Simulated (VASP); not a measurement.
A snapshot from molecular dynamics of Li, step 21; the first frame, the perfect lattice, has an electronic free energy F (no ionic kinetic energy) of -2.079 eV/atom. The Γ point alone samples so small a cell crudely.

Data:

```xyz
27
Lattice="-5.2350 5.2350 5.2350 5.2350 -5.2350 5.2350 5.2350 5.2350 -5.2350" Properties=species:S:1:pos:R:3 pbc="T T T"
Li     0.1885     0.0314     0.0536
Li     1.3998     1.7588     8.6136
Li    -1.3799     8.5372     1.5033
Li     1.6789    -1.5637     1.7137
Li     3.0786     0.2780     0.0581
Li     5.4369     2.0170    -1.6177
Li     3.3618     7.0842     3.3622
Li    -0.1554     3.2176     6.9012
Li     6.7783    -0.1356     0.2256
Li     3.6179     6.6880    -3.5596
Li    -0.0772     3.2524     0.3797
Li     6.8834    -0.3270     3.2100
Li     5.2707     5.1546    -1.9398
Li     1.6745     1.7659     2.0664
Li     3.4332     3.5003     0.0349
Li     1.9511    -1.7450     5.3474
Li     3.4804     0.0295     3.4098
Li     5.4924     1.9465     1.9085
Li     1.8153    -1.6953     8.6443
Li    -1.4957     5.3875     2.0198
Li     0.1571     6.7282    -0.0766
Li     3.3103     6.8716    -0.2277
Li     0.1397     3.8313     3.6477
Li     1.5698     5.1807     1.7383
Li     0.0133     0.1211     7.0268
Li     1.6791     1.8141     5.1215
Li     3.5170     3.5606     3.2550
```

Computed with PBE GGA, VASP's PBE PAW potentials (set 64) (plane waves; VASP). Run with PREC = Normal, LREAL = Auto, ISYM = 0, EDIFF = 1E-5, 400 eV cut-off, 1×1×1 Γ-centred mesh, Fermi-Dirac smearing of 0.043 eV, potentials Li_sv.

**Question.** Give F per atom of this frame and the forces (eV/Å).

**Answer.** -2.035 eV/atom.
```json
[
 {"atom": "Li1", "Fx": "-0.24", "Fy": "-0.02", "Fz": "-0.30"},
 {"atom": "Li2", "Fx": "0.45", "Fy": "0.18", "Fz": "0.17"},
 {"atom": "Li3", "Fx": "-0.40", "Fy": "0.04", "Fz": "0.05"},
 {"atom": "Li4", "Fx": "0.21", "Fy": "-0.38", "Fz": "-0.07"},
 {"atom": "Li5", "Fx": "0.56", "Fy": "0.01", "Fz": "-0.02"},
 {"atom": "Li6", "Fx": "-0.09", "Fy": "-0.25", "Fz": "0.04"},
 {"atom": "Li7", "Fx": "-0.05", "Fy": "-0.27", "Fz": "0.22"},
 {"atom": "Li8", "Fx": "-0.24", "Fy": "0.37", "Fz": "-0.24"},
 {"atom": "Li9", "Fx": "0.31", "Fy": "0.24", "Fz": "-0.07"},
 {"atom": "Li10", "Fx": "-0.31", "Fy": "0.12", "Fz": "0.21"},
 {"atom": "Li11", "Fx": "0.11", "Fy": "0.28", "Fz": "-0.41"},
 {"atom": "Li12", "Fx": "0.06", "Fy": "-0.01", "Fz": "0.22"},
 {"atom": "Li13", "Fx": "-0.08", "Fy": "-0.01", "Fz": "0.42"},
 {"atom": "Li14", "Fx": "-0.01", "Fy": "0.16", "Fz": "-0.12"},
 {"atom": "Li15", "Fx": "-0.03", "Fy": "-0.01", "Fz": "-0.03"},
 {"atom": "Li16", "Fx": "-0.03", "Fy": "0.26", "Fz": "0.02"},
 {"atom": "Li17", "Fx": "0.17", "Fy": "-0.12", "Fz": "0.07"},
 {"atom": "Li18", "Fx": "-0.30", "Fy": "-0.27", "Fz": "-0.23"},
 {"atom": "Li19", "Fx": "0.12", "Fy": "0.13", "Fz": "0.12"},
 {"atom": "Li20", "Fx": "-0.36", "Fy": "0.07", "Fz": "-0.13"},
 {"atom": "Li21", "Fx": "-0.03", "Fy": "0.15", "Fz": "-0.15"},
 {"atom": "Li22", "Fx": "0.15", "Fy": "-0.01", "Fz": "0.09"},
 {"atom": "Li23", "Fx": "-0.35", "Fy": "-0.45", "Fz": "-0.08"},
 {"atom": "Li24", "Fx": "0.28", "Fy": "0.15", "Fz": "0.01"},
 {"atom": "Li25", "Fx": "-0.08", "Fy": "-0.26", "Fz": "-0.30"},
 {"atom": "Li26", "Fx": "0.13", "Fy": "-0.14", "Fz": "0.15"},
 {"atom": "Li27", "Fx": "0.02", "Fy": "0.06", "Fz": "0.38"}
]
```

The cell is a supercell, built from Li (bcc). Its lattice is the typed one, not relaxed at this level.
